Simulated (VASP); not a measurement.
Given:

```yaml
crystal:
  lattice:
    - [2.84179, 0.00000, 0.00000]
    - [0.00000, 2.84179, 0.00000]
    - [0.00000, 0.00000, 2.84179]
  atoms:
    - { symbol: Ga, position: [0.50000, 0.50000, 0.50000] }
    - { symbol: Co, position: [0.00000, 0.00000, 0.00000] }
```

Method: r2SCAN meta-GGA, VASP's PBE PAW potentials (set 64) (plane waves; VASP 6.6.1). Run with 400 eV cut-off, 12×12×12 Γ-centred mesh, first-order Methfessel-Paxton smearing of 0.10 eV, potentials Ga_d Co.

Task: Predict the energy per atom (σ→0), band gap (on the k-mesh) with the smallest direct gap where there is one.

Result: 
```json
{
  "band gap (on the k-mesh)": "none (metal, semimetal or under 0.01 eV)",
  "energy per atom (σ→0)": "-12.522 eV/atom"
}
```

The compound is CoGa in the CsCl type structure. It was relaxed first. The start is the result of an earlier pass. The run is not spin-polarised, so no magnetic state was tried.
